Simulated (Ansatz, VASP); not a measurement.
**Cross-check of CdS (Greenockite) between VASP and Ansatz**

Aim: how closely do two programs agree when they are given the same cell, functional and k mesh? The cell is taken from a series of runs on this material, whose earlier steps may have relaxed, scaled, displaced or heated it; both programs get it as it stands.

Main program and level: Ansatz 0.2.0; plane waves, with VASP 6.6.1 beside it; relaxation of cell and atoms at PBE.

### 1. Starting point

Symmetry: P6_3mc, No. 186, hexagonal system. The conventional cell has a = 4.197 Å, b = 4.197 Å, c = 6.829 Å, α = 90.00°, β = 90.00°, γ = 120.00°. Nearest to Cd lie 4 S at 2.57 Å. Nearest to S lie 4 Cd at 2.57 Å. Farther neighbours and most contacts between anions are not listed.

### 2. VASP: relaxation of cell and atoms, PBE

The relaxed volume is the usual yardstick between codes: in a stiff, nearly cubic crystal its relative difference is about their pressure difference at one cell divided by the bulk modulus.

Lines of VASP's logs that name or quote its potential files are left out, and so is its time.

INCAR

```
SYSTEM = CdS
PREC = Accurate
ENCUT = 500
EDIFF = 1E-07
NELM = 120
ISMEAR = 0
SIGMA = 0.01
LREAL = .FALSE.
ALGO = Normal
GGA = PE
NBANDS = 24
LORBIT = 11
LWAVE = .FALSE.
LCHARG = .FALSE.
ISIF = 3
IBRION = 2
NSW = 80
EDIFFG = -0.005
LASPH = .TRUE.
GGA_COMPAT = .FALSE.
NELMIN = 4
EFERMI = MIDGAP
```

POSCAR

```
CdS
1.0
    4.1965610000      0.0000000000      0.0000000000
   -2.0982800000      3.6343280000      0.0000000000
    0.0000000000      0.0000000000      6.8288410000
Cd S
2 2
Direct
    0.3333333456      0.6666668501      0.9992077719
    0.6666665537      0.3333334251      0.4992078451
    0.3333333456      0.6666668501      0.3757921732
    0.6666665537      0.3333334251      0.8757922464
```

KPOINTS

```
Automatic mesh
0
Gamma
9 9 4
0 0 0
```

The projector-augmented-wave data sets are Cd and S (PBE family, release 64).

On the command line:

```
> mpirun -np 1 vasp_std
```

Numbers of over 12 decimals in the logs are rounded to 6 here.

The log of the run:

```text
[banner, memory and clock lines left out]
running    1 mpi-ranks, on    1 nodes
 distrk:  each k-point on    1 cores,    1 groups
 distr:  one band on    1 cores,    1 groups

 POSCAR found type information on POSCAR CdS
 POSCAR found :  2 types and       4 ions
 LDA part: xc-table for (Slater+PW92), standard interpolation
 POSCAR, INCAR and KPOINTS ok, starting setup
 FFT: planning ... GRIDC
 FFT: planning ... GRID_SOFT
 FFT: planning ... GRID
 WAVECAR not read
 entering main loop
       N       E                     dE             d eps       ncg     rms          rms(c)
DAV:   1     0.239445672211E+03    0.23945E+03   -0.17236E+04  1728   0.133E+03
DAV:   2    -0.799433986018E+00   -0.24025E+03   -0.23368E+03  2000   0.329E+02
DAV:   3    -0.132781460434E+02   -0.12479E+02   -0.12434E+02  2152   0.755E+01
DAV:   4    -0.133988222497E+02   -0.12068E+00   -0.12064E+00  2032   0.740E+00
DAV:   5    -0.134010425284E+02   -0.22203E-02   -0.22201E-02  2192   0.960E-01    0.104E+01
DAV:   6    -0.123189020786E+02    0.10821E+01   -0.22800E+00  2264   0.150E+01    0.831E+00
DAV:   7    -0.123023991537E+02    0.16503E-01   -0.73514E-01  1960   0.472E+00    0.398E+00
DAV:   8    -0.123007852725E+02    0.16139E-02   -0.90232E-02  2000   0.304E+00    0.479E-01
DAV:   9    -0.122989174099E+02    0.18679E-02   -0.17215E-02  2176   0.159E+00    0.137E-01
DAV:  10    -0.122992109291E+02   -0.29352E-03   -0.13629E-03  2040   0.350E-01    0.117E-01
DAV:  11    -0.122993403367E+02   -0.12941E-03   -0.21476E-04  2120   0.102E-01    0.967E-02
DAV:  12    -0.122993651118E+02   -0.24775E-04   -0.15272E-04  1872   0.714E-02    0.168E-02
DAV:  13    -0.122993650051E+02    0.10677E-06   -0.12534E-05  2200   0.276E-02    0.796E-03
DAV:  14    -0.122993661045E+02   -0.10994E-05   -0.25739E-06  1856   0.131E-02    0.827E-03
DAV:  15    -0.122993658286E+02    0.27589E-06   -0.37780E-07  1864   0.306E-03    0.464E-03
DAV:  16    -0.122993657121E+02    0.11647E-06   -0.96695E-08  1320   0.163E-03    0.137E-03
DAV:  17    -0.122993657378E+02   -0.25697E-07   -0.13560E-08  1000   0.110E-03
   1 F= -.12299366E+02 E0= -.12299366E+02  d E =-.122994E+02
 curvature:   0.00 expect dE= 0.000E+00 dE for cont linesearch  0.000E+00
 trial: gam= 0.00000 g(F)=  0.360E-07 g(S)=  0.124E-02 ort = 0.000E+00 (trialstep = 0.100E+01)
 search vector abs. value=  0.124E-02
 bond charge predicted
       N       E                     dE             d eps       ncg     rms          rms(c)
DAV:   1    -0.123146515673E+02   -0.15286E-01   -0.32043E-01  1800   0.584E+00    0.950E-01
DAV:   2    -0.123014392568E+02    0.13212E-01   -0.33987E-02  1912   0.225E+00    0.327E-01
DAV:   3    -0.123000592834E+02    0.13800E-02   -0.37534E-03  1920   0.527E-01    0.282E-01
DAV:   4    -0.122998551862E+02    0.20410E-03   -0.21129E-04  1792   0.107E-01    0.730E-02
DAV:   5    -0.122998075691E+02    0.47617E-04   -0.11454E-04  2184   0.118E-01    0.168E-02
DAV:   6    -0.122998074535E+02    0.11564E-06   -0.11650E-05  1792   0.318E-02    0.736E-03
DAV:   7    -0.122998075149E+02   -0.61375E-07   -0.18730E-07  1712   0.295E-03
   2 F= -.12299808E+02 E0= -.12299808E+02  d E =-.441777E-03
 trial-energy change:   -0.000442  1 .order   -0.000455   -0.001236    0.000326
 step:   0.7826(harm=  0.7912)  dis= 0.00002  next Energy=   -12.299843 (dE=-0.477E-03)
 bond charge predicted
       N       E                     dE             d eps       ncg     rms          rms(c)
DAV:   1    -0.123005468961E+02   -0.73944E-03   -0.15135E-02  1808   0.126E+00    0.204E-01
DAV:   2    -0.122999087698E+02    0.63813E-03   -0.16335E-03  1928   0.493E-01    0.701E-02
DAV:   3    -0.122998459887E+02    0.62781E-04   -0.18144E-04  1904   0.115E-01    0.600E-02
DAV:   4    -0.122998436910E+02    0.22976E-05   -0.97871E-06  1816   0.243E-02    0.154E-02
DAV:   5    -0.122998442419E+02   -0.55085E-06   -0.55941E-06  2184   0.262E-02    0.412E-03
DAV:   6    -0.122998447559E+02   -0.51401E-06   -0.57733E-07  1792   0.711E-03    0.161E-03
DAV:   7    -0.122998447373E+02    0.18564E-07   -0.72567E-09   880   0.619E-04
   3 F= -.12299845E+02 E0= -.12299845E+02  d E =-.479000E-03
 curvature:  -0.39 expect dE=-0.250E-07 dE for cont linesearch -0.305E-08
 trial: gam=-0.00245 g(F)=  0.240E-08 g(S)=  0.610E-07 ort = 0.309E-05 (trialstep = 0.957E+00)
 search vector abs. value=  0.558E-07
 reached required accuracy - stopping structural energy minimisation
```

Parts of OUTCAR (step 2):

```text
ion  position               nearest neighbor table
   1  0.333  0.667  0.999-   4 2.57   4 2.57   4 2.57   3 2.57
   2  0.667  0.333  0.499-   3 2.57   3 2.57   3 2.57   4 2.57
   3  0.333  0.667  0.376-   2 2.57   2 2.57   2 2.57   1 2.57
   4  0.667  0.333  0.876-   1 2.57   1 2.57   1 2.57   2 2.57

  LATTYP: Found a hexagonal cell.
 ALAT       =     4.1965610000
 C/A-ratio  =     1.6272469291

 Subroutine GETGRP returns: Found 12 space group operations
 (whereof  6 operations were pure point group operations)

The static configuration has the point symmetry C_3v.
 The point group associated with its full space group is C_6v.

 Found     36 irreducible k-points:

   k-points           NKPTS =     36   k-points in BZ     NKDIM =     36   number of bands    NBANDS=     24

   dimension x,y,z NGX =    32 NGY =   32 NGZ =   50
   dimension x,y,z NGXF=    64 NGYF=   64 NGZF=  100

   ENCUT  =  500.0 eV  36.75 Ry    6.06 a.u.   7.65  7.65 12.45*2*pi/ulx,y,z

   NELECT =      36.0000    total number of electrons

 k-points in reciprocal lattice and weights: Automatic mesh
   0.00000000  0.00000000  0.00000000       0.003
   0.11111111 -0.00000000  0.00000000       0.019
   0.22222222  0.00000000  0.00000000       0.019
   0.33333333  0.00000000  0.00000000       0.019
   0.44444444  0.00000000  0.00000000       0.019
   0.11111111  0.11111111  0.00000000       0.019
   0.22222222  0.11111111  0.00000000       0.037
   0.33333333  0.11111111  0.00000000       0.037
   0.44444444  0.11111111  0.00000000       0.019
[...]
0.33333333  0.22222222  0.50000000       0.037
   0.33333333  0.33333333  0.50000000       0.006

 average (electrostatic) potential at core
       1 -39.6374       2 -39.6374       3 -89.4935       4 -89.4935

 E-fermi :   1.4198

 k-point     1 :       0.0000    0.0000    0.0000
  band No.  band energies     occupation
    ...
     14       0.1821      2.00000
     15       0.1821      2.00000
     16       0.8322      2.00000
     17       0.8694      2.00000
     18       0.8694      2.00000
     19       1.9701      0.00000
     20       3.5978      0.00000
     21       7.3510      0.00000
     22       7.3510      0.00000
     23       7.6491      0.00000
    ...

 k-point     2 :       0.1111   -0.0000    0.0000
  band No.  band energies     occupation
    ...
     14      -0.2866      2.00000
     15       0.0423      2.00000
     16       0.1853      2.00000
     17       0.7522      2.00000
     18       0.7894      2.00000
     19       2.6380      0.00000
     20       4.0516      0.00000
     21       6.9467      0.00000
     22       7.5287      0.00000
     23       7.7976      0.00000
    ...

 k-point     3 :       0.2222    0.0000    0.0000
  band No.  band energies     occupation
    ...
     14      -1.1827      2.00000
     15      -0.7700      2.00000
     16      -0.2800      2.00000
     17       0.5080      2.00000
     18       0.5836      2.00000
     19       3.5320      0.00000
     20       4.7223      0.00000
     21       6.4337      0.00000
     22       7.3813      0.00000
     23       7.8514      0.00000
    ...

  Total       -0.0004078     -0.0004078      0.0021739     -0.0000000     -0.0000000      0.0000000
  in kB       -0.0062409     -0.0062409      0.0332678     -0.0000000     -0.0000000      0.0000000
  external PRESSURE =       0.0069287 kB  Pullay stress =       0.0000000 kB

  energy-cutoff  :      500.00
  volume of cell :      104.70
      direct lattice vectors                 reciprocal lattice vectors
     4.203848838  0.000000001  0.000000000     0.237877250  0.137338478 -0.000000000
    -2.101923917  3.640639450 -0.000000000    -0.000000000  0.274677021 -0.000000000
     0.000000000  0.000000000  6.840861134    -0.000000000  0.000000000  0.146180427

 POSITION                                       TOTAL-FORCE (eV/Angst)
 -----------------------------------------------------------------------------------
      0.00000      2.42709      6.83546         0.000000     -0.000000      0.000112
      2.10192      1.21355      3.41503        -0.000000     -0.000000      0.000112
      0.00000      2.42709      2.57073        -0.000000     -0.000000     -0.000112
      2.10192      1.21355      5.99116         0.000000      0.000000     -0.000112
 -----------------------------------------------------------------------------------
    total drift:                                0.000764     -0.000737     -0.000601

  FREE ENERGIE OF THE ION-ELECTRON SYSTEM (eV)
  ---------------------------------------------------
  free  energy   TOTEN  =       -12.2998447373 eV

  energy  without entropy=      -12.2998447373  energy(sigma->0) =      -12.29984474

 reached required accuracy - stopping structural energy minimisation

 total charge
# of ion       s       p       d       tot
------------------------------------------
    1        0.415   0.295   9.564  10.275
    2        0.415   0.295   9.564  10.275
    3        1.325   2.381   0.000   3.706
    4        1.325   2.381   0.000   3.706
--------------------------------------------------
tot          3.481   5.354  19.129  27.963

[... 3 further parts left out ...]
```

CONTCAR:

```
CdS
   1.00000000000000
     4.2038488382705603    0.0000000010026388    0.0000000000000000
    -2.1019239173986586    3.6406394503158102   -0.0000000000000000
     0.0000000000000000    0.0000000000000000    6.8408611337673317
  Cd              S
     2     2
Direct
     0.3333333456000034    0.6666668501000004    0.9992101606424538
     0.6666665536999972    0.3333334251000011    0.4992102338424598
     0.3333333456000034    0.6666668501000004    0.3757897844575399
     0.6666665536999972    0.3333334251000011    0.8757898576575459
```

The run keeps the 12 symmetry operations of its start, so it cannot find a distortion of lower symmetry.

(Part 1 of 2 ends here.)

[Lines on the potential files, build, host, timing and source positions are cut from VASP's logs without a mark.]

[Logs are printed without paths, hosts, clocks, repeated set-up lines and the standing remarks that a program may print on its own settings, such as how far it seeks lower states.]

[Hosts, paths, dates, database ids (printed as entryN), source tags and the programs' standing remarks are cut or masked in the printed files.]
